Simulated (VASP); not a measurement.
# Driving VASP from ASE on LaAl, part 2 of 4

Do ASE scripts that read LaAl from different structure formats give one answer, and do several routes find one equilibrium volume? All runs use LDA. Left out of this account: 1 further run (self-consistent run: a reference on another mesh). The start is a computed cell from the Materials Project.

VASP 6.6.1; LDA; plane waves and PAW (La, Al).

Still holding for the runs below: The k-mesh is coarse for a metal.

So far. Step 2 (A single point (LDA, through ASE)): The pressure is -3.61 GPa and the largest force 0.100 eV/Å, so the cell is not at a minimum at these settings.

## Step 3: A single point (LDA, through ASE), try 2

System of this step: LaAl. Symmetry: Cmcm, No. 63, orthorhombic system. Conventional cell: a = 9.471 Å, b = 7.795 Å, c = 5.742 Å, α = 90.00°, β = 90.00°, γ = 90.00°. Nearest to La lie 8 Al at 3.24 to 3.61 Å and 3 La at 3.36 to 3.45 Å. Nearest to Al lie 2 Al at 2.76 Å and 8 La at 3.24 to 3.34 Å. Nearest to Al lie 4 Al at 2.76 to 2.87 Å and 8 La at 3.43 to 3.61 Å. Farther neighbours are not listed.

The single point through ASE, with the structure read from a CIF with its space group. The file expands to the conventional cell of 16 atoms, on a 3×3×4 mesh.

Contents of run.py:

```python
import numpy as np
from ase.calculators.vasp import Vasp
from ase.io import read
from ase.dft.bandgap import bandgap

atoms = read('LaAl.cif')

calc = Vasp(
    xc='lda',
    pp='LDA',
    prec='Accurate',
    encut=400,
    ediff=1e-06,
    nelm=100,
    ismear=-1,
    sigma=0.05,
    lreal=False,
    algo='Normal',
    nbands=72,
    lasph=True,
    lorbit=11,
    lwave=False,
    lcharg=False,
    kpar=4,
    ncore=2,
    isif=2,
    pp_version='64',
    setups={'La': '', 'Al': ''},
    kpts=(3, 3, 4),
    gamma=True,
    txt='vasp.out',
)
atoms.calc = calc

print("energy (eV):", round(atoms.get_potential_energy(), 6))
print("Fermi level (eV):", round(calc.get_fermi_level(), 4))
print("forces (eV/A):")
print(np.round(atoms.get_forces(), 4))
print("stress (GPa, Voigt, tension positive):", np.round(atoms.get_stress() * 160.21766, 3))
gap, p1, p2 = bandgap(calc, direct=False)
print("gap on the mesh (eV):", round(gap, 4))
```

Contents of LaAl.cif:

```cif
data_LaAl
_cell_length_a 9.47144094
_cell_length_b 7.79461772
_cell_length_c 5.74227809
_cell_angle_alpha 90.00000000
_cell_angle_beta 90.00000000
_cell_angle_gamma 90.00000000
_space_group_name_H-M_alt 'Cmcm'
_space_group_name_Hall '-C 2c 2'
_space_group_IT_number 63
loop_
_space_group_symop_operation_xyz
'x,y,z'
'-x,-y,-z'
'-x,-y,z+1/2'
'x,y,-z+1/2'
'x,-y,-z'
'-x,y,z'
'-x,y,-z+1/2'
'x,-y,z+1/2'
'x+1/2,y+1/2,z'
'-x+1/2,-y+1/2,-z'
'-x+1/2,-y+1/2,z+1/2'
'x+1/2,y+1/2,-z+1/2'
'x+1/2,-y+1/2,-z'
'-x+1/2,y+1/2,z'
'-x+1/2,y+1/2,-z+1/2'
'x+1/2,-y+1/2,z+1/2'
loop_
_atom_site_label
_atom_site_type_symbol
_atom_site_symmetry_multiplicity
_atom_site_Wyckoff_symbol
_atom_site_fract_x
_atom_site_fract_y
_atom_site_fract_z
_atom_site_occupancy
La1 La 8 g 0.3226125550 0.8357134650 0.7500000000 1
Al1 Al 4 c 0.5000000000 0.1983152500 0.7500000000 1
Al2 Al 4 a 0.0000000000 0.0000000000 0.5000000000 1
```

The projector-augmented-wave data sets are La and Al (LDA family, release 64).

Command:

```console
$ export ASE_VASP_COMMAND="mpirun -np 8 vasp_std"
$ python run.py
```

Output:

```text
energy (eV): -84.385783
Fermi level (eV): 7.5956
forces (eV/A):
[[ 0.0282  0.0145  0.    ]
 [-0.0282 -0.0145 -0.    ]
 [ 0.0282 -0.0145  0.    ]
 [-0.0282  0.0145 -0.    ]
 [ 0.0282  0.0145  0.    ]
 [-0.0282 -0.0145 -0.    ]
 [ 0.0282 -0.0145 -0.    ]
 [-0.0282  0.0145 -0.    ]
 [-0.     -0.1058  0.    ]
 [-0.      0.1058  0.    ]
 [-0.     -0.1058  0.    ]
 [-0.      0.1058  0.    ]
 [-0.     -0.      0.    ]
 [-0.     -0.      0.    ]
 [-0.     -0.      0.    ]
 [-0.     -0.      0.    ]]
stress (GPa, Voigt, tension positive): [ 3.722  3.688  3.443  0.    -0.    -0.   ]
gap on the mesh (eV): 0.0
```

It took 72 s on 8 MPI ranks of Intel Xeon Platinum 8488C (Sapphire Rapids), shared host; peak memory 2.2 GiB; 9.3 min of CPU time.

ASE turned this into the INCAR:

```
ENCUT = 400.000000
SIGMA = 0.050000
EDIFF = 1.00e-06
ALGO = Normal
PREC = Accurate
ISIF = 2
ISMEAR = -1
KPAR = 4
LORBIT = 11
NBANDS = 72
NELM = 100
NCORE = 2
LASPH = .TRUE.
LCHARG = .FALSE.
LWAVE = .FALSE.
LREAL = .FALSE.
```

ASE turned this into the KPOINTS:

```
KPOINTS created by Atomic Simulation Environment
0
Gamma
3 3 4
0 0 0
```

VASP's own log, vasp.out:

```text
[banner, memory and clock lines left out]
running    8 mpi-ranks, on    1 nodes
 distrk:  each k-point on    2 cores,    4 groups
 distr:  one band on    2 cores,    1 groups

 POSCAR found type information on POSCAR LaAl
 POSCAR found :  2 types and      16 ions
 LDA part: xc-table for (Slater(with rela. corr.)+CA(PZ))
 , standard interpolation
 POSCAR, INCAR and KPOINTS ok, starting setup
 FFT: planning ... GRIDC
 FFT: planning ... GRID_SOFT
 FFT: planning ... GRID
 WAVECAR not read
 entering main loop
       N       E                     dE             d eps       ncg     rms          rms(c)
DAV:   1     0.129235869762E+04    0.12924E+04   -0.30599E+04  1728   0.159E+03
DAV:   2     0.251943354533E+03   -0.10404E+04   -0.10076E+04  2576   0.399E+02
DAV:   3    -0.369253873043E+02   -0.28887E+03   -0.28154E+03  2848   0.266E+02
DAV:   4    -0.765065311883E+02   -0.39581E+02   -0.38115E+02  3248   0.112E+02
DAV:   5    -0.830483826789E+02   -0.65419E+01   -0.63487E+01  3456   0.414E+01    0.994E+00
DAV:   6    -0.840258934089E+02   -0.97751E+00   -0.15561E+01  3400   0.195E+01    0.475E+00
DAV:   7    -0.842596204943E+02   -0.23373E+00   -0.43781E+00  3432   0.121E+01    0.129E+00
DAV:   8    -0.843674389139E+02   -0.10782E+00   -0.13008E+00  3456   0.553E+00    0.724E-01
DAV:   9    -0.844012872084E+02   -0.33848E-01   -0.36854E-01  3440   0.374E+00    0.479E-01
DAV:  10    -0.844111016569E+02   -0.98144E-02   -0.10592E-01  3312   0.172E+00    0.921E-02
DAV:  11    -0.844140918810E+02   -0.29902E-02   -0.31753E-02  3224   0.984E-01    0.103E-01
DAV:  12    -0.844150196755E+02   -0.92779E-03   -0.98481E-03  3400   0.486E-01    0.635E-02
DAV:  13    -0.844153101227E+02   -0.29045E-03   -0.30758E-03  3344   0.286E-01    0.430E-02
DAV:  14    -0.844153908356E+02   -0.80713E-04   -0.99740E-04  2848   0.180E-01    0.164E-02
DAV:  15    -0.844154179595E+02   -0.27124E-04   -0.29908E-04  2912   0.831E-02    0.425E-03
DAV:  16    -0.844154277715E+02   -0.98120E-05   -0.98042E-05  1824   0.445E-02    0.823E-04
DAV:  17    -0.844154310773E+02   -0.33057E-05   -0.33205E-05  1728   0.268E-02    0.600E-04
DAV:  18    -0.844154322021E+02   -0.11248E-05   -0.11312E-05  1728   0.164E-02    0.591E-04
DAV:  19    -0.844154325851E+02   -0.38302E-06   -0.38637E-06  1696   0.112E-02
   1 F= -.84415433E+02 E0= -.84385783E+02  d E =-.592984E-01
```

From OUTCAR (step 3):

```text
  LATTYP: Found a simple orthorhombic cell.
 ALAT       =     5.7422780900
 B/A-ratio  =     1.3574086099
 C/A-ratio  =     1.6494221965

 Found     12 irreducible k-points:

   k-points           NKPTS =     12   k-points in BZ     NKDIM =     12   number of bands    NBANDS=     72

   dimension x,y,z NGX =    64 NGY =   54 NGZ =   40
   dimension x,y,z NGXF=   128 NGYF=  108 NGZF=   80

   ENCUT  =  400.0 eV  29.40 Ry    5.42 a.u.  15.45 12.71  9.36*2*pi/ulx,y,z

   NELECT =     112.0000    total number of electrons

 E-fermi :   7.5956

 k-point     1 :       0.0000    0.0000    0.0000
  band No.  band energies     occupation
    ...
     54       6.8375      2.00000
     55       7.0750      1.99994
     56       7.1216      1.99985
     57       7.2043      1.99920
     58       7.5456      1.46214
     59       8.1001      0.00008
     60       8.1078      0.00007
     61       8.2758      0.00000
     62       8.4287      0.00000
     63       8.4543      0.00000
    ...

 k-point     2 :       0.3333    0.0000    0.0000
  band No.  band energies     occupation
    ...
     53       6.8219      2.00000
     54       6.8584      2.00000
     55       7.1331      1.99981
     56       7.4205      1.94148
     57       7.4620      1.87072
     58       7.7930      0.03787
     59       8.0090      0.00051
     60       8.0374      0.00029
     61       8.2137      0.00001
     62       8.4213      0.00000
    ...

  Total       -9.8476846     -9.7584343     -9.1112919      0.0000000      0.0000000      0.0000000
  in kB      -37.2177072    -36.8804004    -34.4346320      0.0000000      0.0000000      0.0000000
  external PRESSURE =     -36.1775799 kB  Pullay stress =       0.0000000 kB

  energy-cutoff  :      400.00
  volume of cell :      423.93
      direct lattice vectors                 reciprocal lattice vectors
     9.471440940  0.000000000  0.000000000     0.105580556  0.000000000  0.000000000
     0.000000000  7.794617720  0.000000000     0.000000000  0.128293655  0.000000000
     0.000000000  0.000000000  5.742278090     0.000000000  0.000000000  0.174146912

 POSITION                                       TOTAL-FORCE (eV/Angst)
 -----------------------------------------------------------------------------------
      3.05561      6.51407      4.30671         0.028229      0.014513      0.000000
      6.41584      1.28055      1.43557        -0.028229     -0.014513     -0.000000
      3.05561      1.28055      1.43557         0.028229     -0.014513      0.000000
      6.41584      6.51407      4.30671        -0.028229      0.014513     -0.000000
      7.79133      2.61676      4.30671         0.028229      0.014513      0.000000
      1.68011      5.17786      1.43557        -0.028229     -0.014513     -0.000000
      7.79133      5.17786      1.43557         0.028229     -0.014513     -0.000000
      1.68011      2.61676      4.30671        -0.028229      0.014513     -0.000000
      4.73572      1.54579      4.30671        -0.000000     -0.105775      0.000000
      4.73572      6.24883      1.43557        -0.000000      0.105775      0.000000
      0.00000      5.44310      4.30671        -0.000000     -0.105775      0.000000
      0.00000      2.35152      1.43557        -0.000000      0.105775      0.000000
      0.00000      0.00000      2.87114        -0.000000     -0.000000      0.000000
      0.00000      0.00000      0.00000        -0.000000     -0.000000      0.000000
      4.73572      3.89731      2.87114        -0.000000     -0.000000      0.000000
      4.73572      3.89731      0.00000        -0.000000     -0.000000      0.000000
 -----------------------------------------------------------------------------------
    total drift:                                0.000000      0.000000      0.000000

  FREE ENERGIE OF THE ION-ELECTRON SYSTEM (eV)
  ---------------------------------------------------
  free  energy   TOTEN  =       -84.4154325851 eV

  energy  without entropy=      -84.3561341534  energy(sigma->0) =      -84.38578337

 total charge
# of ion       s       p       d       f       tot
--------------------------------------------------
    1        2.056   5.579   0.869   0.122   8.626
    2        2.056   5.579   0.869   0.122   8.626
    3        2.056   5.579   0.869   0.122   8.626
    4        2.056   5.579   0.869   0.122   8.626
    5        2.056   5.579   0.869   0.122   8.626
    6        2.056   5.579   0.869   0.122   8.626
    7        2.056   5.579   0.869   0.122   8.626
    8        2.056   5.579   0.869   0.122   8.626
    9        0.455   0.374   0.000   0.000   0.829
   10        0.455   0.374   0.000   0.000   0.829
   11        0.455   0.374   0.000   0.000   0.829
   12        0.455   0.374   0.000   0.000   0.829
   13        0.434   0.359   0.000   0.000   0.793
   14        0.434   0.359   0.000   0.000   0.793
   15        0.434   0.359   0.000   0.000   0.793
   16        0.434   0.359   0.000   0.000   0.793
--------------------------------------------------
tot         20.008  47.563   6.951   0.979  75.500

[... 2 parts as in an earlier step ...]

[... 7 further parts left out ...]
```

This step gave:

```yaml
scf_cycles: 19
electrons: 112
bands: 72
irreducible_k_points: 12
free_energy_toten: -84.4154 eV
energy_at_zero_smearing: -84.3858 eV
fermi_energy: 7.596 eV
pressure: -3.618 GPa
```

Force by atom:

```
atom  x (eV/Å)  y (eV/Å)  z (eV/Å)   size
 La1     0.028     0.015     0.000  0.032
 La2    -0.028    -0.015     0.000  0.032
 La3     0.028    -0.015     0.000  0.032
 La4    -0.028     0.015     0.000  0.032
 La5     0.028     0.015     0.000  0.032
 La6    -0.028    -0.015     0.000  0.032
 La7     0.028    -0.015     0.000  0.032
 La8    -0.028     0.015     0.000  0.032
 Al9     0.000    -0.106     0.000  0.106
Al10     0.000     0.106     0.000  0.106
Al11     0.000    -0.106     0.000  0.106
Al12     0.000     0.106     0.000  0.106
Al13     0.000     0.000     0.000  0.000
Al14     0.000     0.000     0.000  0.000
Al15     0.000     0.000     0.000  0.000
Al16     0.000     0.000     0.000  0.000
```

The energy lies -5.17 meV an atom from the first script, since this cell and mesh sample the zone at other points.

(Part 2 of 4 ends here.)

[Lines on the potential files, build, host, timing and source positions are cut from VASP's logs without a mark.]

[Logs are printed without paths, hosts, clocks, repeated set-up lines and the standing remarks that a program may print on its own settings, such as how far it seeks lower states.]

[Hosts, paths, dates, database ids (printed as entryN), source tags and the programs' standing remarks are cut or masked in the printed files.]

[A measured line is paired with the nearest computed mode of its activity, which favours agreement.]
